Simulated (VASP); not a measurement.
The input files of a VASP run:

**INCAR**
```
ALGO = Normal
EDIFF = 1E-6
ENCUT = 520
GGA = PE
ISIF = 2
ISMEAR = 1
LASPH = .True.
LCHARG = .False.
LMAXMIX = 4
LREAL = .False.
LWAVE = .False.
NELM = 100
PREC = Accurate
SIGMA = 0.1
SYSTEM = Ag
```

POSCAR:
```
Ag
1
    0.0000000000     2.0450000000     2.0450000000
    2.0450000000     0.0000000000     2.0450000000
    2.0450000000     2.0450000000     0.0000000000
Ag
1
Direct
  0.0000000000   0.0000000000   0.0000000000
```

### KPOINTS
```
kpoints
0
gamma
 14 14 14
0 0 0
```

POTCAR, in this order: Ag_pv (PBE.64 set). Program: vasp_std.

**Question.** Write an equivalent input for Ansatz.

**Answer.** One equivalent input (not run):
Ansatz 0.2 input:
```yaml
crystal:
  lattice:
    - [0.0000000, 2.0450000, 2.0450000]
    - [2.0450000, 0.0000000, 2.0450000]
    - [2.0450000, 2.0450000, 0.0000000]
  atoms:
    - { symbol: Ag, position: [0.0000000, 0.0000000, 0.0000000] }
kpoints:
  mp_grid: { grid: [14, 14, 14] }
hamiltonian:
  xc: pbe
  pseudopotentials: { kind: paw }
scf:
  occupations: { method: methfessel_paxton, width: 0.1 }
  max_iter: 100
output: { forces: true, stress: true, eigenvalues: true }
```
What does not carry over: each code has its own PAW files, so the cut-off isn't converted (ENCUT is set for VASP's; basis.ecutwfc is left out, and Ansatz then takes the one that its files recommend); Ansatz stops its SCF on the density residual and VASP on the energy change (EDIFF).

The compound is Ag in the fcc structure. The cell was not relaxed at this level. The run is one of a series of settings (ENCUT = 520, POTCAR Ag_pv (PBE.64 set) against the base run), some of them coarse on purpose.
